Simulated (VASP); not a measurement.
Set up this calculation in VASP 6.6.1, as the native input.

| Item | Value |
| --- | --- |
| Task | single point |
| Functional | PBE |
| Potentials or basis | VASP PAW PBE potentials, release 64 (Ru_pv, Bi_d) |
| Cutoff | 520 eV |
| k mesh | 10 × 10 × 10 |
| Occupations | fermi-dirac, width 0.05 eV |
| Spin | no spin polarisation |
| Dipole correction | no |
| Further INCAR settings | ALGO = Normal; EDIFF = 1e-06; NBANDS = 22 |

The structure of BiRu lies in POSCAR:

```
BiRu
1.0
    0.0000000000      2.7747409757      2.7747409757
    2.7747409757      0.0000000000      2.7747409757
    2.7747409757      2.7747409757      0.0000000000
Ru Bi
1 1
Direct
    0.0000000000      0.0000000000      0.0000000000
    0.5000000000      0.5000000000      0.5000000000
```

The cell comes from a database or a generator and needn't be the stable form of this composition.

The cell isn't the ideal one: cell and atoms relaxed from a first guess.

One way to write it, as run:

INCAR

```
PREC = Accurate
ENCUT = 520
EDIFF = 1E-6
ISMEAR = -1
SIGMA = 0.05
LREAL = False
LASPH = True
NELM = 100
ALGO = Normal
ISIF = 2
LWAVE = False
LCHARG = False
GGA = PE
NBANDS = 22
```

KPOINTS

```
regular mesh
0
Gamma
  10 10 10
```

Potentials or basis: VASP PAW PBE potentials, release 64 (Ru_pv, Bi_d).

Run with:

```console
$ cat potpaw_PBE.64/Ru_pv/POTCAR potpaw_PBE.64/Bi_d/POTCAR > POTCAR
$ mpirun -np 1 vasp_std > vasp.out
```

It gave:

| Property | Result |
| --- | --- |
| Pressure | 0.1 GPa |
| Band gap on the k mesh | none (metal or under the smearing width) |

Caveat: spin-orbit coupling is left out, which moves the levels of the heavy elements.

Wall time 23 s on 1 thread of AMD EPYC 9R45 (Zen 5) (shared host), peak memory 0.16 GiB.
